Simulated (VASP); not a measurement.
Consider the following.

```
Bi
1.0
    4.09413    -2.26167    -0.01571
    4.09413     2.26167    -0.01571
    2.85901     0.00000     3.70180
Bi
2
Direct
  0.23663   0.23663   0.23663
  0.76337   0.76337   0.76337
```

The numbers are results of PBEsol GGA, VASP's PBE PAW potentials (set 64) (plane waves; VASP), not measurements. Numerical set-up: 400 eV cut-off, Gaussian smearing of 0.050 eV, potentials Bi_d.

Unless said otherwise, spin-orbit coupling is left out, though it shifts the bands of the heavy elements here.

Question: Predict the band gap (along the path) with the smallest direct gap where there is one.

Answer: 
| Property | Result |
|---|---|
| band gap (along the path) | none (metal, semimetal or under 0.01 eV) |

Only differences to runs with the same potentials and settings are physical.

The compound is Bi in the a7 structure. It was relaxed first.
